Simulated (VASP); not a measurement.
Method: r2SCAN meta-GGA, VASP's PBE PAW potentials (set 64) (plane waves; VASP 6.6.1).

A VASP calculation is set up with these files.

POSCAR:
```
TiAl
1
    2.8163763271     0.0000000000     0.0000000000
    0.0000000000     2.8163763271     0.0000000000
    0.0000000000     0.0000000000     4.0527779182
Ti Al
1 1
Direct
  0.0000000000   0.0000000000   0.0000000000
  0.5000000000   0.5000000000   0.5000000000
```

INCAR:
```
ALGO  =  Normal
EDIFF  =  1E-7
EDIFFG  =  -0.01
ENCUT  =  520
IBRION  =  2
ISIF  =  4
ISMEAR  =  1
LASPH  =  T
LCHARG  =  F
LMAXMIX  =  4
LMIXTAU  =  T
LREAL  =  F
LWAVE  =  F
METAGGA  =  R2SCAN
NELM  =  100
NSW  =  30
PREC  =  Accurate
SIGMA  =  0.1
SYSTEM  =  TiAl
```

**KPOINTS**
```
kpoints
0
gamma
  13 13 9
0 0 0
```

POTCAR, in this order: Ti_sv Al (PBE.64 set). Program: vasp_std.

Output

OUTCAR:
```
 ion  position               nearest neighbor table
   1  0.000  0.000  0.000-   2 2.84   2 2.84   2 2.84   2 2.84   2 2.84   2 2.84   2 2.84   2 2.84
  LATTYP: Found a simple tetragonal cell.
 ALAT       =     2.8163763271
 C/A-ratio  =     1.4390043970
 Subroutine PRICEL returns:
 Original cell was already a primitive cell.
 Subroutine GETGRP returns: Found 16 space group operations
The static configuration has the point symmetry D_4h.
The dynamic configuration has the point symmetry D_4h.
 Subroutine INISYM returns: Found 16 space group operations
 Subroutine IBZKPT returns following result:
 Found    140 irreducible k-points:

 Following reciprocal coordinates:
            Coordinates               Weight
  0.000000  0.000000  0.000000      1.000000
  0.076923  0.000000  0.000000      4.000000
  0.153846  0.000000  0.000000      4.000000
  0.230769  0.000000  0.000000      4.000000
  0.307692  0.000000  0.000000      4.000000
  0.384615  0.000000  0.000000      4.000000
  0.461538  0.000000  0.000000      4.000000
  0.076923  0.076923  0.000000      4.000000
  0.153846  0.076923  0.000000      8.000000
...
```

OSZICAR:
```
       N       E                     dE             d eps       ncg     rms          rms(c)
DAV:   1     0.833750671103E+02    0.83375E+02   -0.77266E+03  3080   0.143E+03
DAV:   2    -0.183480497883E+02   -0.10172E+03   -0.98752E+02  3119   0.349E+02
DAV:   3    -0.249376766954E+02   -0.65896E+01   -0.63221E+01  4931   0.840E+01
DAV:   4    -0.252118790557E+02   -0.27420E+00   -0.27028E+00  3912   0.147E+01
DAV:   5    -0.252262505692E+02   -0.14372E-01   -0.14366E-01  4532   0.293E+00    0.114E+01
DAV:   6    -0.210055662194E+02    0.42207E+01   -0.15268E+01  4451   0.562E+01    0.308E+00
DAV:   7    -0.204052070964E+02    0.60036E+00   -0.17600E+00  3570   0.160E+01    0.188E+00
DAV:   8    -0.205342179974E+02   -0.12901E+00   -0.60219E-01  3710   0.650E+00    0.129E+00
DAV:   9    -0.205463397411E+02   -0.12122E-01   -0.59757E-02  3585   0.335E+00    0.714E-01
DAV:  10    -0.205404350307E+02    0.59047E-02   -0.19688E-01  3189   0.537E+00    0.251E-01
DAV:  11    -0.205868881511E+02   -0.46453E-01   -0.32621E-02  3137   0.194E+00    0.994E-02
DAV:  12    -0.205882940780E+02   -0.14059E-02   -0.10839E-03  3933   0.381E-01    0.706E-02
DAV:  13    -0.205888556642E+02   -0.56159E-03   -0.97863E-04  3137   0.411E-01    0.497E-02
DAV:  14    -0.205890409235E+02   -0.18526E-03   -0.40826E-04  3184   0.261E-01    0.205E-02
DAV:  15    -0.205890464011E+02   -0.54776E-05   -0.15572E-05  3500   0.530E-02    0.178E-02
DAV:  16    -0.205890384294E+02    0.79717E-05   -0.17665E-05  3368   0.423E-02    0.964E-03
DAV:  17    -0.205890396347E+02   -0.12053E-05   -0.13863E-05  3676   0.347E-02    0.195E-03
DAV:  18    -0.205890387976E+02    0.83711E-06   -0.93173E-07  3329   0.141E-02    0.173E-03
DAV:  19    -0.205890395028E+02   -0.70521E-06   -0.81727E-07  3155   0.110E-02    0.341E-04
DAV:  20    -0.205890394977E+02    0.50970E-08   -0.97975E-08  1684   0.477E-03
   1 F= -.20589039E+02 E0= -.20589029E+02  d E =-.205890E+02
```

File OUTCAR:
```
------------------------ aborting loop because EDIFF is reached ----------------------------------------
  FORCE on cell =-STRESS in cart. coord.  units (eV):
  Direction    XX          YY          ZZ          XY          YZ          ZX
  --------------------------------------------------------------------------------------
  Total       -0.0046806     -0.0046806     -0.0130933      0.0000000      0.0000000      0.0000000
  in kB       -0.2332822     -0.2332822     -0.6525689      0.0000000      0.0000000      0.0000000
  external PRESSURE =      -0.3730444 kB  Pullay stress =       0.0000000 kB
  volume of cell :       32.15
      direct lattice vectors                 reciprocal lattice vectors
     2.816376327  0.000000000  0.000000000     0.355066186  0.000000000  0.000000000
     0.000000000  2.816376327  0.000000000     0.000000000  0.355066186  0.000000000
     0.000000000  0.000000000  4.052777918     0.000000000  0.000000000  0.246744337
 POSITION                                       TOTAL-FORCE (eV/Angst)
 -----------------------------------------------------------------------------------
      0.00000      0.00000      0.00000         0.000000      0.000000      0.000000
      1.40819      1.40819      2.02639         0.000000      0.000000      0.000000
 -----------------------------------------------------------------------------------
    total drift:                                0.000000      0.000000      0.000000
  FREE ENERGIE OF THE ION-ELECTRON SYSTEM (eV)
  ---------------------------------------------------
  free  energy   TOTEN  =       -20.5890394977 eV

  energy  without entropy=      -20.5890072431  energy(sigma->0) =      -20.58902875

 reached required accuracy - stopping structural energy minimisation
```
(Selected blocks of OUTCAR.)

The compound is TiAl in the L1_0 structure. It was relaxed first. The electron count is odd and the run is not spin-polarised, which forces a metal.
